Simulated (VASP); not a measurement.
All values below come from PBE GGA, VASP's PBE PAW potentials (set 64) (plane waves; VASP).

VASP ran on this input.

### INCAR
```
ALGO = Normal   ! blocked Davidson
LWAVE = F
ISMEAR = 1   ! Methfessel-Paxton
EDIFFG = -0.02   ! ionic stop
PREC = Accurate
LREAL = F   ! projection in real space or not
NSW = 40   ! most ionic steps
LASPH = T   ! aspherical one-centre terms
ISIF = 3   ! ions, shape and volume
NELM = 100   ! most electronic steps
ENCUT = 500
EDIFF = 1E-6   ! SCF stop (eV)
SIGMA = 0.1   ! width (eV)
LMAXMIX = 4   ! l cut-off of mixed one-centre charges
SYSTEM = NiSi2
IBRION = 2
LCHARG = F
GGA = PE   ! PBE
```

File KPOINTS:
```
kpoints
0
Gamma
10 10 10
```

POSCAR:
```
NiSi2
1.0
  0.0000000000   2.7255743733   2.7255743733
  2.7255743733   0.0000000000   2.7255743733
  2.7255743733   2.7255743733   0.0000000000
Si Ni
2 1
Direct
  0.2500000000   0.2500000000   0.2500000000
  0.7500000000   0.7500000000   0.7500000000
  0.0000000000   0.0000000000   0.0000000000
```

POTCAR, in this order: Si Ni (PBE.64 set). Program: vasp_std.

Output

File OSZICAR:
```
       N       E                     dE             d eps       ncg     rms          rms(c)
DAV:   1     0.688871877128E+02    0.68887E+02   -0.77427E+03  1222   0.136E+03
DAV:   2    -0.153271550745E+02   -0.84214E+02   -0.78874E+02  1242   0.245E+02
DAV:   3    -0.192886985757E+02   -0.39615E+01   -0.38583E+01  1601   0.601E+01
DAV:   4    -0.193716280321E+02   -0.82929E-01   -0.82444E-01  1470   0.810E+00
DAV:   5    -0.193739122893E+02   -0.22843E-02   -0.22838E-02  1602   0.143E+00    0.163E+01
DAV:   6    -0.243705344057E+02   -0.49966E+01   -0.55879E+01  1310   0.184E+02    0.258E+01
DAV:   7    -0.175005861006E+02    0.68699E+01   -0.16100E+01  1457   0.114E+02    0.416E+00
DAV:   8    -0.174123842487E+02    0.88202E-01   -0.23573E+00  1779   0.265E+01    0.260E+00
DAV:   9    -0.173703900837E+02    0.41994E-01   -0.29309E-01  1524   0.109E+01    0.648E-01
DAV:  10    -0.173683517117E+02    0.20384E-02   -0.11709E-02  1652   0.232E+00    0.284E-01
DAV:  11    -0.173685005427E+02   -0.14883E-03   -0.11483E-03  1454   0.270E-01    0.506E-02
DAV:  12    -0.173685371843E+02   -0.36642E-04   -0.40884E-05  1530   0.646E-02    0.217E-02
DAV:  13    -0.173685387635E+02   -0.15792E-05   -0.22100E-05  1462   0.954E-02    0.824E-03
DAV:  14    -0.173685389146E+02   -0.15112E-06   -0.17935E-06  1183   0.140E-02
   1 F= -.17368539E+02 E0= -.17368211E+02  d E =-.173685E+02
       N       E                     dE             d eps       ncg     rms          rms(c)
DAV:   1    -0.173945543890E+02   -0.26016E-01   -0.22773E-01  1362   0.105E+01    0.158E+00
DAV:   2    -0.174585267959E+02   -0.63972E-01   -0.61805E-01  1471   0.204E+01    0.267E+00
DAV:   3    -0.173686214329E+02    0.89905E-01   -0.27658E-01  1471   0.145E+01    0.211E-01
DAV:   4    -0.173686424471E+02   -0.21014E-04   -0.81809E-03  1322   0.632E-01    0.151E-01
DAV:   5    -0.173683888878E+02    0.25356E-03   -0.47819E-04  1658   0.561E-01    0.321E-02
DAV:   6    -0.173683884791E+02    0.40864E-06   -0.53413E-05  1892   0.101E-01    0.100E-02
DAV:   7    -0.173683888548E+02   -0.37564E-06   -0.38460E-06  1382   0.240E-02
   2 F= -.17368389E+02 E0= -.17368098E+02  d E =0.150060E-03
       N       E                     dE             d eps       ncg     rms          rms(c)
DAV:   1    -0.173771002594E+02   -0.87118E-02   -0.71332E-02  1347   0.590E+00    0.888E-01
DAV:   2    -0.173979466483E+02   -0.20846E-01   -0.19231E-01  1511   0.116E+01    0.151E+00
DAV:   3    -0.173689988589E+02    0.28948E-01   -0.94253E-02  1457   0.802E+00    0.139E-01
DAV:   4    -0.173688980360E+02    0.10082E-03   -0.19881E-03  1307   0.377E-01    0.503E-02
DAV:   5    -0.173688720249E+02    0.26011E-04   -0.97578E-05  1607   0.227E-01    0.140E-02
DAV:   6    -0.173688722021E+02   -0.17717E-06   -0.11996E-05  1442   0.351E-02    0.420E-03
DAV:   7    -0.173688722814E+02   -0.79274E-07   -0.37324E-07   836   0.797E-03
   3 F= -.17368872E+02 E0= -.17368565E+02  d E =-.333367E-03
```

**OUTCAR**
```
------------------------ aborting loop because EDIFF is reached ----------------------------------------
  FORCE on cell =-STRESS in cart. coord.  units (eV):
  Direction    XX          YY          ZZ          XY          YZ          ZX
  --------------------------------------------------------------------------------------
  Total       -0.0060635     -0.0060635     -0.0060635      0.0000000      0.0000000      0.0000000
  in kB       -0.2408935     -0.2408935     -0.2408935      0.0000000      0.0000000      0.0000000
  external PRESSURE =      -0.2408935 kB  Pullay stress =       0.0000000 kB
  volume of cell :       40.33
      direct lattice vectors                 reciprocal lattice vectors
    -0.000000000  2.721824098  2.721824098    -0.183700335  0.183700335  0.183700335
     2.721824098  0.000000000  2.721824098     0.183700335 -0.183700335  0.183700335
     2.721824098  2.721824098 -0.000000000     0.183700335  0.183700335 -0.183700335
 POSITION                                       TOTAL-FORCE (eV/Angst)
 -----------------------------------------------------------------------------------
      1.36091      1.36091      1.36091         0.000000     -0.000000      0.000000
      4.08274      4.08274      4.08274        -0.000000      0.000000     -0.000000
      0.00000      0.00000      0.00000         0.000000     -0.000000     -0.000000
 -----------------------------------------------------------------------------------
    total drift:                               -0.000000     -0.000000      0.000000
  FREE ENERGIE OF THE ION-ELECTRON SYSTEM (eV)
  ---------------------------------------------------
  free  energy   TOTEN  =       -17.3688722814 eV

  energy  without entropy=      -17.3679514091  energy(sigma->0) =      -17.36856532

 reached required accuracy - stopping structural energy minimisation
```
(Selected blocks of OUTCAR.)

File CONTCAR:
```
NiSi2
   1.00000000000000
    -0.0000000000000000    2.7218240984894098    2.7218240984894098
     2.7218240984894098    0.0000000000000000    2.7218240984894098
     2.7218240984894098    2.7218240984894098   -0.0000000000000000
  Si              Ni
     2     1
Direct
     0.2500000000000000    0.2500000000000000    0.2500000000000000
     0.7500000000000000    0.7500000000000000    0.7500000000000000
     0.0000000000000000    0.0000000000000000    0.0000000000000000
```

OUTCAR:
```
 val. band max:       10.0603920227   @ k =   0.3000   0.2000   0.0000

 cond. band min:      10.1035204048   @ k =   0.2000   0.1000   0.0000


 Fermi energy:        10.0982347341

 k-point     1 :       0.0000    0.0000    0.0000
  band No.  band energies     occupation
      1      -3.5068      2.00000
      2       5.0720      2.00000
      3       5.0720      2.00000
      4       5.0720      2.00000
      5       6.7371      2.00000
      6       6.7371      2.00000
      7       9.6864      2.00000
      8      11.8114     -0.00000
      9      11.8114     -0.00000
     10      11.8114     -0.00000
     11      12.4661      0.00000
     12      12.4661      0.00000
     13      12.4661      0.00000

 k-point     2 :       0.1000    0.0000    0.0000
  band No.  band energies     occupation
      1      -3.3610      2.00000
      2       4.7633      2.00000
      3       5.1181      2.00000
      4       5.1181      2.00000
      5       6.7109      2.00000
      6       6.7109      2.00000
      7       9.4838      2.00000
      8      10.7477     -0.00000
      9      11.2127     -0.00000
     10      11.2127     -0.00000
     11      13.0257      0.00000
     12      13.0257      0.00000
     13      13.8533      0.00000

 k-point     3 :       0.2000    0.0000    0.0000
  band No.  band energies     occupation
      1      -2.9268      2.00000
      2       3.9260      2.00000
      3       5.2391      2.00000
      4       5.2391      2.00000
      5       6.6649      2.00000
      6       6.6649      2.00000
      7       8.3162      2.00000
      8      10.4320     -0.00003
      9      10.4320     -0.00003
     10      10.8916     -0.00000
     11      12.8661      0.00000
     12      12.8661      0.00000
     13      13.8553      0.00000

 k-point     4 :       0.3000    0.0000    0.0000
  band No.  band energies     occupation
      1      -2.2164      2.00000
      2       2.7204      2.00000
      3       5.3788      2.00000
...
```

The compound is NiSi2 in the fluorite structure. This run relaxes it. Symmetry was kept, so distortions that lower it aren't found. The run is not spin-polarised, so no magnetic state was tried.
